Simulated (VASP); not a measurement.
These are LDA (Ceperley-Alder, Perdew-Zunger), VASP's LDA PAW potentials (set 64) (plane waves; VASP 6.6.1) values and carry that method's errors.

Input for VASP

**INCAR**
```
SYSTEM = Zr
PREC = Accurate
ENCUT = 500
EDIFF = 1E-6
NELM = 100
ALGO = Normal
LREAL = .FALSE.
LASPH = .TRUE.
ISMEAR = 1
SIGMA = 0.1
LMAXMIX = 4
LWAVE = .FALSE.
LCHARG = .FALSE.
IBRION = 2
ISIF = 3
NSW = 40
EDIFFG = -0.02
PSTRESS = 100
```

File KPOINTS:
```
Automatic mesh
0
Gamma
 14 14 7
0 0 0
```

POSCAR:
```
Zr
1
    1.5208374096    -2.6341675956    -0.0000000000
    1.5208374096     2.6341675956    -0.0000000000
    0.0000000000    -0.0000000000     4.9949012218
Zr
2
Direct
  0.3333330000   0.6666670000   0.2500000000
  0.6666670000   0.3333330000   0.7500000000
```

POTCAR, in this order: Zr_sv (LDA.64 set). Program: vasp_std.

Output

OUTCAR:
```
 ion  position               nearest neighbor table
   1  0.333  0.667  0.250-   2 3.05   2 3.05   2 3.05   2 3.05   2 3.05   2 3.05
   2  0.667  0.333  0.750-   1 3.05   1 3.05   1 3.05   1 3.05   1 3.05   1 3.05
  LATTYP: Found a hexagonal cell.
 ALAT       =     3.0416747604
 C/A-ratio  =     1.6421549361
 Subroutine PRICEL returns:
 Original cell was already a primitive cell.
 Subroutine GETGRP returns: Found 24 space group operations
The static configuration has the point symmetry D_3d.
 The point group associated with its full space group is D_6h.
The dynamic configuration has the point symmetry D_3d.
 Subroutine INISYM returns: Found 24 space group operations
 Subroutine IBZKPT returns following result:
 Found     96 irreducible k-points:

 Following reciprocal coordinates:
            Coordinates               Weight
  0.000000  0.000000  0.000000      1.000000
  0.071429 -0.000000  0.000000      6.000000
  0.142857  0.000000  0.000000      6.000000
  0.214286  0.000000  0.000000      6.000000
  0.285714  0.000000  0.000000      6.000000
  0.357143  0.000000  0.000000      6.000000
  0.428571  0.000000  0.000000      6.000000
  0.500000  0.000000  0.000000      3.000000
  0.071429  0.071429  0.000000      6.000000
  0.142857  0.071429  0.000000     12.000000
  0.214286  0.071429  0.000000     12.000000
  0.285714  0.071429  0.000000     12.000000
  0.357143  0.071429  0.000000     12.000000
  0.428571  0.071429  0.000000     12.000000
  0.142857  0.142857  0.000000      6.000000
  0.214286  0.142857  0.000000     12.000000
  0.285714  0.142857  0.000000     12.000000
  0.357143  0.142857  0.000000     12.000000
  0.428571  0.142857  0.000000      6.000000
  0.214286  0.214286  0.000000      6.000000
  0.285714  0.214286  0.000000     12.000000
  0.357143  0.214286  0.000000     12.000000
...
```

### OSZICAR
```
       N       E                     dE             d eps       ncg     rms          rms(c)
DAV:   1     0.214668291386E+03    0.21467E+03   -0.13597E+04  3072   0.148E+03
DAV:   2    -0.462596242943E+01   -0.21929E+03   -0.21734E+03  3776   0.419E+02
DAV:   3    -0.188240895286E+02   -0.14198E+02   -0.14029E+02  5848   0.796E+01
DAV:   4    -0.190440889785E+02   -0.22000E+00   -0.21985E+00  3344   0.113E+01
DAV:   5    -0.190496021116E+02   -0.55131E-02   -0.55125E-02  4864   0.122E+00    0.193E+01
DAV:   6    -0.185584773115E+02    0.49112E+00   -0.75582E-01  3264   0.791E+00    0.828E+00
DAV:   7    -0.184719290740E+02    0.86548E-01   -0.54102E-01  4536   0.567E+00    0.111E+00
DAV:   8    -0.184768024704E+02   -0.48734E-02   -0.42990E-02  3960   0.188E+00    0.206E-01
DAV:   9    -0.184768398690E+02   -0.37399E-04   -0.92437E-04  3656   0.328E-01    0.490E-02
DAV:  10    -0.184768183589E+02    0.21510E-04   -0.36470E-05  4352   0.657E-02    0.209E-02
DAV:  11    -0.184768183324E+02    0.26472E-07   -0.77600E-06  3408   0.365E-02
   1 F= -.15978933E+02 E0= -.15979118E+02  d E =-.159789E+02
```

**OUTCAR**
```
------------------------ aborting loop because EDIFF is reached ----------------------------------------
  FORCE on cell =-STRESS in cart. coord.  units (eV):
  Direction    XX          YY          ZZ          XY          YZ          ZX
  --------------------------------------------------------------------------------------
  Total        2.5135736      2.5135735      2.5183730     -0.0000000      0.0000000      0.0000000
  in kB      100.6280613    100.6280561    100.8201968     -0.0000000      0.0000000      0.0000000
  external PRESSURE =       0.6921047 kB  Pullay stress =     100.0000000 kB
  volume of cell :       40.02
      direct lattice vectors                 reciprocal lattice vectors
     1.520837410 -2.634167596  0.000000000     0.328766242 -0.189813283  0.000000000
     1.520837410  2.634167596  0.000000000     0.328766242  0.189813283  0.000000000
     0.000000000  0.000000000  4.994901222     0.000000000  0.000000000  0.200204159
 POSITION                                       TOTAL-FORCE (eV/Angst)
 -----------------------------------------------------------------------------------
      1.52084      0.87806      1.24873        -0.000000     -0.000000      0.000000
      1.52084     -0.87806      3.74618         0.000000      0.000000      0.000000
 -----------------------------------------------------------------------------------
    total drift:                                0.000101      0.001073     -0.000018
  FREE ENERGIE OF THE ION-ELECTRON SYSTEM (eV)
  ---------------------------------------------------
  free  energy   TOTEN  =       -18.4768183324 eV

  energy  without entropy=      -18.4773723190  energy(sigma->0) =      -18.47700299
  enthalpy is  TOTEN    =       -15.9789329466 eV   P V=        2.4978853858

 reached required accuracy - stopping structural energy minimisation
```
(Selected blocks of OUTCAR.)

OUTCAR:
```
 val. band max:       10.5693300566   @ k =   0.2857   0.2857   0.4286

 cond. band min:      10.6025637849   @ k =   0.0714   0.0714   0.1429


 Fermi energy:        10.5922672001

 k-point     1 :       0.0000    0.0000    0.0000
  band No.  band energies     occupation
      1     -37.7346      2.00000
      2     -37.4733      2.00000
      3     -16.6795      2.00000
      4     -15.2771      2.00000
      5     -15.2771      2.00000
      6     -15.1354      2.00000
      7     -15.0860      2.00000
      8     -15.0860      2.00000
      9       4.7540      2.00000
     10       7.1389      2.00000
     11      11.3119     -0.00000
     12      11.4818     -0.00000
     13      11.4819     -0.00000
     14      12.2482     -0.00000
     15      12.2483     -0.00000
     16      12.2711     -0.00000

 k-point     2 :       0.0714   -0.0000    0.0000
  band No.  band energies     occupation
      1     -37.7231      2.00000
      2     -37.4673      2.00000
      3     -16.6544      2.00000
      4     -15.3411      2.00000
      5     -15.2967      2.00000
      6     -15.1516      2.00000
      7     -15.1440      2.00000
      8     -15.0947      2.00000
      9       4.9303      2.00000
     10       7.3063      2.00000
     11      10.9617     -0.00000
     12      11.6470     -0.00000
     13      11.7335     -0.00000
     14      11.8640     -0.00000
     15      12.0888     -0.00000
     16      12.4058     -0.00000

 k-point     3 :       0.1429    0.0000    0.0000
  band No.  band energies     occupation
      1     -37.6903      2.00000
      2     -37.4510      2.00000
      3     -16.5816      2.00000
      4     -15.5193      2.00000
      5     -15.3499      2.00000
      6     -15.3303      2.00000
      7     -15.1705      2.00000
      8     -15.1203      2.00000
      9       5.4257      2.00000
     10       7.7445      2.00000
     11      10.4295      2.04360
     12      10.9522     -0.00000
     13      11.6377     -0.00000
...
```

The compound is Zr in the hcp structure. It was relaxed first under an external pressure of 10 GPa.
